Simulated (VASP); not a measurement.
Here is the system:

```xyz
4
Lattice="2.2812 -3.9511 0.0000 2.2812 3.9511 0.0000 0.0000 0.0000 7.4222" Properties=species:S:1:pos:R:3 pbc="T T T"
Mg     2.2812    -1.3170     3.7097
Mg     2.2812     1.3170     7.4208
Te     2.2812    -1.3170     6.5033
Te     2.2812     1.3170     2.7922
```

Method: PBEsol GGA, VASP's PBE PAW potentials (set 64) (plane waves; VASP 6.6.1). Settings: 520 eV cut-off, Gaussian smearing of 0.050 eV, potentials Mg Te.

Unless said otherwise, spin-orbit coupling is left out, though it shifts the bands of the heavy elements here.

**Question.** Give the energies of bands 3 to 11 at the high-symmetry points, in eV from the valence-band maximum.

**Answer.** 
| band | Γ | M | K | A | L | H |
|---|---|---|---|---|---|---|
| 3 | -3.30 | -3.12 | -2.59 | -2.04 | -3.21 | -2.99 |
| 4 | -0.50 | -2.65 | -2.59 | -2.04 | -3.21 | -2.99 |
| 5 | -0.50 | -2.00 | -2.41 | -0.27 | -0.91 | -1.98 |
| 6 | -0.01 | -1.25 | -1.44 | -0.27 | -0.91 | -1.98 |
| 7 | -0.01 | -1.03 | -1.44 | -0.27 | -0.90 | -0.63 |
| 8 | 0.00 | -0.45 | -1.40 | -0.27 | -0.90 | -0.63 |
| 9 | 2.39 | 3.08 | 3.41 | 3.41 | 3.14 | 3.83 |
| 10 | 2.92 | 3.81 | 5.72 | 3.41 | 3.14 | 3.83 |
| 11 | 5.24 | 4.19 | 5.72 | 5.49 | 4.20 | 5.03 |

The gap is direct, 2.39 eV, from the valence maximum at Γ to the conduction minimum at Γ.

The compound is MgTe in the wurtzite structure. It was relaxed first.
